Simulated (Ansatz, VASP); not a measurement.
# AlN: VASP beside Ansatz, part 2 of 2

Wanted: the spread between two codes on one cell, functional and k mesh. The cell is taken from a series of runs on this material, whose earlier steps may have relaxed, scaled, displaced or heated it; both programs get it as it stands.

VASP 6.6.1 and Ansatz 0.2.0.

So far: The starting structure; Ansatz: dielectric response, r2SCAN.

## (3) VASP: dielectric response, r2SCAN

Level of this step: r2SCAN; plane waves and PAW (Al, N) (VASP).

The same cell, functional and mesh now go to VASP, with its own data sets.

Lines of VASP's logs that name or quote its potential files are left out, and so is its time.

Input file INCAR:

```
SYSTEM = AlN
PREC = Accurate
ENCUT = 580
EDIFF = 1E-08
NELM = 120
ISMEAR = 0
SIGMA = 0.01
LREAL = .FALSE.
ALGO = Normal
METAGGA = R2SCAN
LASPH = .TRUE.
NBANDS = 14
LORBIT = 11
LWAVE = .FALSE.
LCHARG = .FALSE.
ISIF = 2
LCALCEPS = .TRUE.
LPEAD = .TRUE.
GGA_COMPAT = .FALSE.
EFERMI = MIDGAP
LMIXTAU = .TRUE.
KPAR = 2
```

Input file POSCAR:

```
AlN
1.0
    3.1130000000      0.0000000000      0.0000000000
   -1.5565000000      2.6959370820      0.0000000000
    0.0000000000      0.0000000000      4.9810000000
Al N
2 2
Direct
    0.3333333333      0.6666666667      0.0000000000
    0.6666666667      0.3333333333      0.5000000000
    0.3333333333      0.6666666667      0.3800000000
    0.6666666667      0.3333333333      0.8800000000
```

Input file KPOINTS:

```
Automatic mesh
0
Gamma
9 9 4
0 0 0
```

The projector-augmented-wave data sets are Al and N (PBE family, release 64).

Run with:

```console
$ mpirun -np 2 vasp_std
```

Numbers of over 12 decimals in the logs are rounded to 6 here.

Output:

```text
[banner, memory and clock lines left out]
running    2 mpi-ranks, on    1 nodes
 distrk:  each k-point on    1 cores,    2 groups
 distr:  one band on    1 cores,    1 groups

 POSCAR found type information on POSCAR AlN
 POSCAR found :  2 types and       4 ions
|                                                                             |
|               ----> ADVICE to this user running VASP <----                  |
|                                                                             |
|     You enforced a specific xc type in the INCAR file but a different       |
|     [... a line on the potential file left out ...]
|     I HOPE YOU KNOW WHAT YOU ARE DOING!                                     |
|                                                                             |

 LDA part: xc-table for (None), standard interpolation
 POSCAR, INCAR and KPOINTS ok, starting setup
 FFT: planning ... GRIDC
 FFT: planning ... GRID_SOFT
 FFT: planning ... GRID
 WAVECAR not read
 entering main loop
       N       E                     dE             d eps       ncg     rms          rms(c)
DAV:   1     0.432130844656E+02    0.43213E+02   -0.81072E+03  1008   0.115E+03
DAV:   2    -0.426781327603E+02   -0.85891E+02   -0.77918E+02  1404   0.230E+02
DAV:   3    -0.470746951014E+02   -0.43966E+01   -0.43738E+01  1356   0.547E+01
DAV:   4    -0.471091829299E+02   -0.34488E-01   -0.34483E-01  1134   0.539E+00
DAV:   5    -0.471096261867E+02   -0.44326E-03   -0.44322E-03  1374   0.617E-01    0.125E+01
DAV:   6    -0.390043134170E+02    0.81053E+01   -0.11562E+01  1230   0.256E+01    0.559E+00
DAV:   7    -0.379196172117E+02    0.10847E+01   -0.91592E-01  1086   0.856E+00    0.314E+00
DAV:   8    -0.401397575974E+02   -0.22201E+01   -0.11014E+00  1236   0.986E+00    0.226E+00
DAV:   9    -0.382445096320E+02    0.18952E+01   -0.78491E-01  1020   0.925E+00    0.530E-01
DAV:  10    -0.382205658009E+02    0.23944E-01   -0.70603E-02  1104   0.291E+00    0.518E-01
DAV:  11    -0.383126762844E+02   -0.92110E-01   -0.17997E-02  1074   0.125E+00    0.400E-01
DAV:  12    -0.384263846984E+02   -0.11371E+00   -0.25785E-02  1008   0.180E+00    0.248E-01
DAV:  13    -0.384511327411E+02   -0.24748E-01   -0.14112E-02  1026   0.112E+00    0.878E-02
DAV:  14    -0.384522774764E+02   -0.11447E-02   -0.14712E-03  1092   0.456E-01    0.829E-02
[...]
DAV:  20    -0.384541377259E+02   -0.34373E-05   -0.11384E-06  1122   0.136E-02    0.178E-03
DAV:  21    -0.384541374495E+02    0.27638E-06   -0.59923E-08  1350   0.306E-03    0.192E-03
DAV:  22    -0.384541380426E+02   -0.59315E-06   -0.10513E-07  1092   0.405E-03    0.387E-04
DAV:  23    -0.384541378866E+02    0.15603E-06   -0.10614E-08   834   0.144E-03    0.424E-04
DAV:  24    -0.384541379507E+02   -0.64038E-07   -0.27320E-09   624   0.597E-04    0.817E-05
DAV:  25    -0.384541379307E+02    0.19932E-07   -0.14415E-09   576   0.406E-04    0.333E-05
DAV:  26    -0.384541379471E+02   -0.16340E-07   -0.12016E-10   558   0.143E-04    0.211E-05
DAV:  27    -0.384541379396E+02    0.74760E-08   -0.97359E-11   558   0.130E-04
       N       E                     dE             d eps       ncg     rms          rms(c)
SDA:   1    -0.384541380486E+02   -0.38454E+02   -0.49893E-12  2282   0.125E-11   0.000E+00
DMP:   2    -0.384541380490E+02   -0.46748E-09   -0.20252E-11  2282   0.470E-11   0.963E-12
 final diagonalization occupied
 p_tot=( -0.381E-09 -0.450E-11 -0.143E+01 )
       N       E                     dE             d eps       ncg     rms          rms(c)
 p_tot=( -0.381E-09 -0.450E-11 -0.143E+01 )
dp_tot=(  0.000E+00  0.000E+00  0.000E+00 )  diag[e(oo)]=(  1.00000    ---      ---   )
SDA:   1    -0.384541380490E+02   -0.46214E-09   -0.25415E-04  2282   0.635E-04   0.000E+00
 p_tot=(  0.254E-02 -0.169E-07 -0.143E+01 )
dp_tot=(  0.254E-02 -0.169E-07  0.962E-08 )  diag[e(oo)]=(  2.10013    ---      ---   )
DMP:   2    -0.384541583975E+02   -0.20348E-04   -0.17588E-04  2282   0.241E-04   0.382E-04
 p_tot=(  0.539E-02 -0.365E-07 -0.143E+01 )
dp_tot=(  0.539E-02 -0.365E-07  0.418E-07 )  diag[e(oo)]=(  3.33329    ---      ---   )
DMP:   3    -0.384541700315E+02   -0.11634E-04   -0.50276E-05  2282   0.518E-05   0.142E-04
 p_tot=(  0.731E-02 -0.507E-07 -0.143E+01 )
dp_tot=(  0.731E-02 -0.507E-07  0.702E-07 )  diag[e(oo)]=(  4.16373    ---      ---   )
DMP:   4    -0.384541724760E+02   -0.24445E-05   -0.12763E-05  2282   0.336E-05  -0.327E-06
 p_tot=(  0.808E-02 -0.579E-07 -0.143E+01 )
dp_tot=(  0.808E-02 -0.579E-07  0.690E-07 )  diag[e(oo)]=(  4.49755    ---      ---   )
DMP:   5    -0.384541730216E+02   -0.54557E-06   -0.99499E-06  2282   0.272E-05  -0.447E-06
 p_tot=(  0.807E-02 -0.599E-07 -0.143E+01 )
dp_tot=(  0.807E-02 -0.599E-07  0.354E-07 )  diag[e(oo)]=(  4.49311    ---      ---   )
DMP:   6    -0.384541736096E+02   -0.58807E-06   -0.60532E-06  2282   0.127E-05   0.462E-06
 p_tot=(  0.776E-02 -0.594E-07 -0.143E+01 )
dp_tot=(  0.776E-02 -0.594E-07 -0.172E-07 )  diag[e(oo)]=(  4.35728    ---      ---   )
DMP:   7    -0.384541739442E+02   -0.33452E-06   -0.26790E-06  2282   0.585E-06   0.163E-06
 p_tot=(  0.746E-02 -0.582E-07 -0.143E+01 )
dp_tot=(  0.746E-02 -0.582E-07 -0.658E-07 )  diag[e(oo)]=(  4.22892    ---      ---   )
DMP:   8    -0.384541740894E+02   -0.14528E-06   -0.16096E-06  2282   0.372E-06   0.575E-07
 p_tot=(  0.729E-02 -0.573E-07 -0.143E+01 )
[...]
SDA:   1    -0.384541380483E+02   -0.36482E-09   -0.25415E-04  2282   0.635E-04   0.000E+00
 p_tot=(  0.613E-07  0.254E-02 -0.143E+01 )
dp_tot=( -0.537E-07  0.254E-02  0.817E-08 )  diag[e(oo)]=(    ---    2.10012    ---   )
DMP:   2    -0.384541583972E+02   -0.20349E-04   -0.17588E-04  2282   0.241E-04   0.382E-04
 p_tot=(  0.246E-08  0.539E-02 -0.143E+01 )
dp_tot=( -0.113E-06  0.539E-02  0.367E-07 )  diag[e(oo)]=(    ---    3.33328    ---   )
DMP:   3    -0.384541700312E+02   -0.11634E-04   -0.50276E-05  2282   0.518E-05   0.142E-04
 p_tot=( -0.393E-07  0.731E-02 -0.143E+01 )
dp_tot=( -0.154E-06  0.731E-02  0.621E-07 )  diag[e(oo)]=(    ---    4.16372    ---   )
DMP:   4    -0.384541724757E+02   -0.24445E-05   -0.12763E-05  2282   0.336E-05  -0.327E-06
 p_tot=( -0.614E-07  0.808E-02 -0.143E+01 )
dp_tot=( -0.176E-06  0.808E-02  0.595E-07 )  diag[e(oo)]=(    ---    4.49754    ---   )
DMP:   5    -0.384541730213E+02   -0.54559E-06   -0.99500E-06  2282   0.272E-05  -0.447E-06
 p_tot=( -0.687E-07  0.807E-02 -0.143E+01 )
dp_tot=( -0.184E-06  0.807E-02  0.258E-07 )  diag[e(oo)]=(    ---    4.49309    ---   )
DMP:   6    -0.384541736093E+02   -0.58803E-06   -0.60532E-06  2282   0.127E-05   0.462E-06
 p_tot=( -0.676E-07  0.776E-02 -0.143E+01 )
dp_tot=( -0.183E-06  0.776E-02 -0.263E-07 )  diag[e(oo)]=(    ---    4.35726    ---   )
DMP:   7    -0.384541739438E+02   -0.33452E-06   -0.26790E-06  2282   0.585E-06   0.163E-06
 p_tot=( -0.634E-07  0.746E-02 -0.143E+01 )
dp_tot=( -0.178E-06  0.746E-02 -0.746E-07 )  diag[e(oo)]=(    ---    4.22890    ---   )
DMP:   8    -0.384541740891E+02   -0.14528E-06   -0.16095E-06  2282   0.372E-06   0.575E-07
 p_tot=( -0.593E-07  0.729E-02 -0.143E+01 )
dp_tot=( -0.174E-06  0.729E-02 -0.976E-07 )  diag[e(oo)]=(    ---    4.15743    ---   )
DMP:   9    -0.384541741905E+02   -0.10134E-06   -0.10186E-06  2282   0.201E-06   0.104E-06
 p_tot=( -0.571E-07  0.724E-02 -0.143E+01 )
dp_tot=( -0.172E-06  0.724E-02 -0.886E-07 )  diag[e(oo)]=(    ---    4.13468    ---   )
DMP:  10    -0.384541742540E+02   -0.63505E-07   -0.47325E-07  2282   0.862E-07   0.618E-07
 p_tot=( -0.564E-07  0.724E-02 -0.143E+01 )
dp_tot=( -0.171E-06  0.724E-02 -0.583E-07 )  diag[e(oo)]=(    ---    4.13488    ---   )
DMP:  11    -0.384541742809E+02   -0.26981E-07   -0.21364E-07  2282   0.452E-07   0.158E-07
 p_tot=( -0.566E-07  0.725E-02 -0.143E+01 )
dp_tot=( -0.172E-06  0.725E-02 -0.252E-07 )  diag[e(oo)]=(    ---    4.13881    ---   )
DMP:  12    -0.384541742934E+02   -0.12498E-07   -0.12801E-07  2282   0.275E-07   0.870E-08
 p_tot=( -0.568E-07  0.725E-02 -0.143E+01 )
dp_tot=( -0.172E-06  0.725E-02 -0.361E-08 )  diag[e(oo)]=(    ---    4.13952    ---   )
DMP:  13    -0.384541743014E+02   -0.79457E-08   -0.69963E-08  2282   0.133E-07   0.800E-08
 final diagonalization full
 p_tot=( -0.567E-07  0.725E-02 -0.143E+01 )
dp_tot=( -0.172E-06  0.725E-02  0.216E-08 )  diag[e(oo)]=(    ---    4.13787    ---   )
       N       E                     dE             d eps       ncg     rms          rms(c)
SDA:   1    -0.384541380390E+02    0.36254E-04   -0.13154E-10  1050   0.329E-10   0.000E+00
DMP:   2    -0.384541380484E+02   -0.93889E-08   -0.19097E-11  1050   0.791E-11  -0.821E-11
 final diagonalization occupied
 p_tot=( -0.331E-08  0.427E-08 -0.143E+01 )
       N       E                     dE             d eps       ncg     rms          rms(c)
 p_tot=( -0.331E-08  0.427E-08 -0.143E+01 )
dp_tot=(  0.000E+00  0.000E+00  0.000E+00 )  diag[e(oo)]=(    ---      ---    1.00000 )
SDA:   1    -0.384497608882E+02    0.43772E-02   -0.25638E-04  1050   0.641E-04   0.000E+00
 p_tot=( -0.221E-08  0.301E-08 -0.143E+01 )
dp_tot=(  0.110E-08 -0.126E-08  0.256E-02 )  diag[e(oo)]=(    ---      ---    2.10978 )
DMP:   2    -0.384497816525E+02   -0.20764E-04   -0.18433E-04  1050   0.255E-04   0.396E-04
 p_tot=( -0.957E-09  0.150E-08 -0.143E+01 )
dp_tot=(  0.235E-08 -0.277E-08  0.548E-02 )  diag[e(oo)]=(    ---      ---    3.37125 )
DMP:   3    -0.384497941502E+02   -0.12498E-04   -0.57459E-05  1050   0.583E-05   0.164E-04
 p_tot=( -0.627E-10  0.349E-09 -0.143E+01 )
dp_tot=(  0.325E-08 -0.392E-08  0.750E-02 )  diag[e(oo)]=(    ---      ---    4.24789 )
DMP:   4    -0.384497970969E+02   -0.29467E-05   -0.14407E-05  1050   0.323E-05   0.724E-06
 p_tot=(  0.353E-09 -0.280E-09 -0.143E+01 )
dp_tot=(  0.366E-08 -0.455E-08  0.839E-02 )  diag[e(oo)]=(    ---      ---    4.63198 )
DMP:   5    -0.384497976167E+02   -0.51976E-06   -0.95521E-06  1050   0.261E-05  -0.432E-06
 p_tot=(  0.409E-09 -0.482E-09 -0.143E+01 )
dp_tot=(  0.372E-08 -0.475E-08  0.847E-02 )  diag[e(oo)]=(    ---      ---    4.66575 )
DMP:   6    -0.384497980568E+02   -0.44011E-06   -0.60661E-06  1050   0.131E-05   0.391E-06
 p_tot=(  0.290E-09 -0.444E-09 -0.143E+01 )
dp_tot=(  0.360E-08 -0.472E-08  0.820E-02 )  diag[e(oo)]=(    ---      ---    4.54805 )
DMP:   7    -0.384497983140E+02   -0.25718E-06   -0.28540E-06  1050   0.607E-06   0.204E-06
 p_tot=(  0.140E-09 -0.328E-09 -0.143E+01 )
dp_tot=(  0.345E-08 -0.460E-08  0.790E-02 )  diag[e(oo)]=(    ---      ---    4.42008 )
DMP:   8    -0.384497984237E+02   -0.10975E-06   -0.16379E-06  1050   0.367E-06   0.810E-07
 p_tot=(  0.284E-10 -0.224E-09 -0.143E+01 )
dp_tot=(  0.334E-08 -0.450E-08  0.771E-02 )  diag[e(oo)]=(    ---      ---    4.33961 )
DMP:   9    -0.384497985073E+02   -0.83562E-07   -0.10344E-06  1050   0.205E-06   0.104E-06
 p_tot=( -0.291E-10 -0.162E-09 -0.143E+01 )
dp_tot=(  0.328E-08 -0.443E-08  0.764E-02 )  diag[e(oo)]=(    ---      ---    4.30676 )
DMP:  10    -0.384497985702E+02   -0.62852E-07   -0.51921E-07  1050   0.931E-07   0.707E-07
 p_tot=( -0.461E-10 -0.136E-09 -0.143E+01 )
dp_tot=(  0.326E-08 -0.441E-08  0.762E-02 )  diag[e(oo)]=(    ---      ---    4.30037 )
DMP:  11    -0.384497986032E+02   -0.33024E-07   -0.23659E-07  1050   0.460E-07   0.254E-07
 p_tot=( -0.417E-10 -0.131E-09 -0.143E+01 )
dp_tot=(  0.327E-08 -0.440E-08  0.763E-02 )  diag[e(oo)]=(    ---      ---    4.30182 )
DMP:  12    -0.384497986191E+02   -0.15954E-07   -0.12720E-07  1050   0.263E-07   0.106E-07
 p_tot=( -0.313E-10 -0.132E-09 -0.143E+01 )
dp_tot=(  0.328E-08 -0.440E-08  0.763E-02 )  diag[e(oo)]=(    ---      ---    4.30259 )
DMP:  13    -0.384497986288E+02   -0.96799E-08   -0.69587E-08  1050   0.136E-07   0.734E-08
 final diagonalization full
 p_tot=( -0.226E-10 -0.133E-09 -0.143E+01 )
dp_tot=(  0.329E-08 -0.440E-08  0.763E-02 )  diag[e(oo)]=(    ---      ---    4.30170 )
   1 F= -.38449799E+02 E0= -.38449799E+02  d E =0.000000E+00
```

OUTCAR, selected parts (step 3):

```text
ion  position               nearest neighbor table
   1  0.333  0.667  0.000-   3 1.89   4 1.89   4 1.89   4 1.89   2 3.07   2 3.07   2 3.07   2 3.07
                             2 3.07   2 3.07
   2  0.667  0.333  0.500-   4 1.89   3 1.89   3 1.89   3 1.89   1 3.07   1 3.07   1 3.07   1 3.07
                             1 3.07   1 3.07
   3  0.333  0.667  0.380-   1 1.89   2 1.89   2 1.89   2 1.89
   4  0.667  0.333  0.880-   2 1.89   1 1.89   1 1.89   1 1.89

  LATTYP: Found a hexagonal cell.
 ALAT       =     3.1130000000
 C/A-ratio  =     1.6000642467

 Subroutine GETGRP returns: Found 12 space group operations
 (whereof  6 operations were pure point group operations)

The static configuration has the point symmetry C_3v.
 The point group associated with its full space group is C_6v.

 Found     36 irreducible k-points:

   k-points           NKPTS =     36   k-points in BZ     NKDIM =     36   number of bands    NBANDS=     14

   dimension x,y,z NGX =    24 NGY =   24 NGZ =   40
   dimension x,y,z NGXF=    48 NGYF=   48 NGZF=   80

   ENCUT  =  580.0 eV  42.63 Ry    6.53 a.u.   6.11  6.11  9.78*2*pi/ulx,y,z

   NELECT =      16.0000    total number of electrons

 k-points in reciprocal lattice and weights: Automatic mesh
   0.00000000  0.00000000  0.00000000       0.003
   0.11111111  0.00000000  0.00000000       0.019
   0.22222222  0.00000000  0.00000000       0.019
   0.33333333  0.00000000  0.00000000       0.019
   0.44444444  0.00000000  0.00000000       0.019
   0.11111111  0.11111111  0.00000000       0.019
   0.22222222  0.11111111  0.00000000       0.037
   0.33333333  0.11111111  0.00000000       0.037
   0.44444444  0.11111111  0.00000000       0.019
[...]
0.33333333  0.22222222  0.50000000       0.037
   0.33333333  0.33333333  0.50000000       0.006

 average (electrostatic) potential at core
       1 -74.5825       2 -74.5825       3 -62.7798       4 -62.7798

            Ionic dipole moment: p[ion]=(     0.00000     0.00000    -0.99620 ) |e| Angst

 Total electronic dipole moment: p[elc]=(    -0.00000    -0.00000    -0.43009 ) |e| Angst

 MACROSCOPIC STATIC DIELECTRIC TENSOR (including local field effects)
 ------------------------------------------------------
           4.137878     0.000000     0.000000
           0.000000     4.137878     0.000000
           0.000000     0.000000     4.301702
 ------------------------------------------------------

 PIEZOELECTRIC TENSOR (including local field effects) (C/m^2)
          XX          YY          ZZ          XY          YZ          ZX
  --------------------------------------------------------------------------------
  x    -0.00000     0.00000     0.00000     0.00000    -0.00000     0.33271
  y    -0.00000     0.00000     0.00000     0.00000     0.33271     0.00000
  z     0.25500     0.25500    -0.38000     0.00000     0.00000     0.00000

 BORN EFFECTIVE CHARGES (including local field effects) (in |e|, cummulative output)
 ---------------------------------------------------------------------------------
 ion    1
    1     2.50071     0.00000     0.00000
    2     0.00000     2.50071     0.00000
    3     0.00000     0.00000     2.64672
 ion    2
    1     2.50071     0.00000     0.00000
    2     0.00000     2.50071    -0.00000
    3     0.00000     0.00000     2.64672
 ion    3
    1    -2.50071     0.00000     0.00000
    2     0.00000    -2.50071     0.00000
    3     0.00000     0.00000    -2.64672
 ion    4
    1    -2.50071     0.00000     0.00000
    2    -0.00000    -2.50071     0.00000
    3    -0.00000     0.00000    -2.64672

  Total       -0.4797246     -0.4797246     -0.0059781      0.0000000      0.0000000      0.0000000
  in kB      -18.3864177    -18.3864177     -0.2291242      0.0000000      0.0000000      0.0000000
  external PRESSURE =     -12.3339865 kB  Pullay stress =       0.0000000 kB

  energy-cutoff  :      580.00
  volume of cell :       41.80
      direct lattice vectors                 reciprocal lattice vectors
     3.113000000  0.000000000  0.000000000     0.321233537  0.185464269  0.000000000
    -1.556500000  2.695937082  0.000000000     0.000000000  0.370928538  0.000000000
     0.000000000  0.000000000  4.981000000     0.000000000  0.000000000  0.200762899

 POSITION                                       TOTAL-FORCE (eV/Angst)
 -----------------------------------------------------------------------------------
     -0.00000      1.79729      0.00000        -0.000000     -0.000000     -0.125055
      1.55650      0.89865      2.49050         0.000000      0.000000     -0.125055
     -0.00000      1.79729      1.89278        -0.000000     -0.000000      0.125055
      1.55650      0.89865      4.38328         0.000000      0.000000      0.125055
 -----------------------------------------------------------------------------------
    total drift:                               -0.000000     -0.000000     -0.022620
```

## (4) Differences

Known differences besides the potentials themselves: VASP keeps PBE cores, Ansatz makes them for the functional; fixed occupations in Ansatz, narrow Gaussian smearing in VASP; VASP's response is taken on the typed mesh, Ansatz refines its own for the field response alone; the cutoff is 500 eV in Ansatz and 580 eV in VASP; VASP takes ε∞ from a finite field, Ansatz from linear response. Total energies have different zeros and are not compared.

Both answers:

```
                                     quantity  Ansatz   VASP  difference
                                        ε∞ xx    4.15   4.14     +0.31 %
                                        ε∞ yy    4.15   4.14     +0.31 %
                                        ε∞ zz    4.32   4.30     +0.43 %
Born charge of Al1 (mean of the diagonal) (e)    2.58   2.55       +0.03
 Born charge of N3 (mean of the diagonal) (e)   -2.58  -2.55       -0.03
```

## (5) What came out

```yaml
difference_in_eps_infinity_zz_dielectric_response_r2scan: 0.43 %
```

The difference in ε∞ zz is 0.43 % (dielectric response, r2SCAN), within the 5 % picked in this series as the mark of a large difference. How closely two codes agree says nothing of how well the functional describes the real material.

[Lines on the potential files, build, host, timing and source positions are cut from VASP's logs without a mark.]

[Logs are printed without paths, hosts, clocks, repeated set-up lines and the standing remarks that a program may print on its own settings, such as how far it seeks lower states.]

[Hosts, paths, dates, database ids (printed as entryN), source tags and the programs' standing remarks are cut or masked in the printed files.]
